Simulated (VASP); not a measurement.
Given:

```
CELL_PARAMETERS angstrom
      1.14332    -1.98029     0.00000
      1.14332     1.98029     0.00000
      0.00000     0.00000     3.58249
ATOMIC_POSITIONS crystal
  Be 0.33333 0.66667 0.25000
  Be 0.66667 0.33333 0.75000
```

The numbers are results of vdW-DF-cx, VASP's PBE PAW potentials (set 64) (plane waves; VASP), not measurements. Settings: 520 eV cut-off, Gaussian smearing of 0.050 eV, potentials Be.

Task: Give the energies of bands 1 to 4 at the high-symmetry points, in eV from the Fermi level.

Result: 
```
band       Γ      M      K      A      L      H
----  ------  -----  -----  -----  -----  -----
1     -11.19  -4.89  -2.39  -9.03  -3.52  -1.09
2      -4.27  -3.11  -1.01  -9.03  -3.52  -1.09
3       1.15   3.63  -1.01  10.71   1.51   0.42
4      15.72   6.45   6.64  10.71   1.51   0.42
```

It has no gap at this level: it comes out as a metal or semimetal.

The compound is Be in the hcp structure. It was relaxed first.
